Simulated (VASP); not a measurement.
Input:

```yaml
crystal:
  lattice:
    - [2.18500, -3.78453, 0.00000]
    - [2.18500, 3.78453, 0.00000]
    - [0.00000, 0.00000, 4.95000]
  atoms:
    - { symbol: Se, position: [0.00000, 0.22500, 0.66667] }
    - { symbol: Se, position: [0.77500, 0.77500, 0.00000] }
    - { symbol: Se, position: [0.22500, 0.00000, 0.33333] }
```

These are PBE GGA, VASP's PBE PAW potentials (set 64) (plane waves; VASP) values and carry that method's errors. Run with 400 eV cut-off, 5×5×4 Γ-centred mesh, Gaussian smearing of 0.050 eV, potentials Se.

Estimate the energy per atom (σ→0), pressure, largest force.

- energy per atom (σ→0): -3.489 eV/atom
- pressure: 2.97 GPa
- largest force: 0.01787 Ry/bohr

Only differences to runs with the same potentials and settings are physical.

The compound is Se in the trig structure. The cell was not relaxed at this level.
